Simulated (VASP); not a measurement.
The system is HfN.

```
CELL_PARAMETERS angstrom
0.00000 2.25600 2.25600
2.25600 0.00000 2.25600
2.25600 2.25600 0.00000
ATOMIC_POSITIONS crystal
Hf 0.00000 0.00000 0.00000
N 0.50000 0.50000 0.50000
```

```yaml
Program: VASP 6.6.1
Task: relaxation of cell and atoms
Functional: PBE
Potentials_or_basis: VASP PAW PBE potentials, release 64 (Hf_pv, N)
Cutoff: 520 eV
k_mesh: 10 × 10 × 10
Occupations: gaussian, width 0.1 eV
Spin: no spin polarisation
```

At the start: pressure 4.2 GPa; volume 11.48 Å³/atom.

**Question.** Where does the relaxation end?

**Answer.** Over 3 steps the energy falls by 2.2 meV/atom and the volume is 11.66 Å³/atom (+1.5 %); space group Fm-3m (No. 225, to 0.05 Å).

Step by step:
```
step  energy change (eV)  largest force (eV/Å)  pressure (GPa)  volume (Å³)
   1              0.0000                0.0000            4.20        22.96
   2              0.0109                0.0000           -7.20        23.98
   3             -0.0045                0.0000           -0.04        23.31
```

Final structure:
```
Hf N
1.0
     0.00000    2.26740    2.26740
     2.26740    0.00000    2.26740
     2.26740    2.26740    0.00000
Hf N
1 1
Direct
  0.00000 0.00000 0.00000
  0.50000 0.50000 0.50000
```
